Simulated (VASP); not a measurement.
# ZrWN2: single point with PBE

The system is ZrWN2.

```xyz
4
Lattice="1.5801 0.9123 5.1903 -1.5801 0.9123 5.1903 0.0000 -1.8246 5.1903" Properties=species:S:1:pos:R:3 pbc="T T T"
Zr    0.0000    0.0000    7.7854
W     0.0000    0.0000    0.0000
N     0.0000    0.0000   11.4976
N     0.0000    0.0000    4.0732
```

The cell was built by a generator and needn't be a form met in nature.

```json
{
 "Program": "VASP 6.6.1",
 "Task": "single point",
 "Functional": "PBE",
 "Potentials or basis": "VASP PAW PBE potentials, release 64 (Zr_sv, W_sv, N)",
 "Cutoff": "520 eV",
 "k mesh": "6 × 6 × 6",
 "Occupations": "gaussian, width 0.1 eV",
 "Spin": "no spin polarisation",
 "Dipole correction": "no",
 "Further INCAR settings": "ALGO = Normal; EDIFF = 1e-06; NBANDS = 26"
}
```

```
Pressure               : -0.8 GPa
Largest force          : 1.381 eV/Å
Band gap on the k mesh : none (metal or under the smearing width)
```

Forces on the atoms (eV/Å):
```
Zr   0.000  0.000  0.000
W    0.000  0.000  0.000
N    0.000  0.000  1.381
N    0.000  0.000 -1.381
```

Stress tensor (GPa, compression positive):
```
 0.71  0.00  0.00
 0.00  0.71  0.00
 0.00  0.00 -3.76
```

Levels at points of the mesh, in eV from the Fermi level:
```tsv
k point	band 15	band 16	band 17	band 18	band 19	band 20	band 21	band 22
(0.00, 0.00, 0.00)	-3.39	-3.39	-2.07	-2.07	-1.81	0.32	0.32	1.11
(0.50, 0.00, 0.00)	-6.12	-5.36	-1.85	-1.57	0.75	0.85	3.43	3.57
(0.50, 0.50, 0.00)	-4.66	-4.29	-4.05	0.54	0.79	1.67	2.32	3.70
(0.50, 0.50, 0.50)	-4.70	-4.70	-1.39	-1.39	-0.78	-0.50	0.70	0.70
```

Run time: 48 s on 1 thread of Intel(R) Xeon(R) 6975P-C (Granite Rapids), with other jobs on the host, peak memory 0.27 GiB.

Caveat: the k mesh is coarse (spacing up to 0.39 Å⁻¹), so the values aren't converged; forces of over 1 eV/Å show positions far from the minimum, so gaps and moduli don't describe the material at rest. Spin-orbit coupling is left out, which matters for the levels of W.
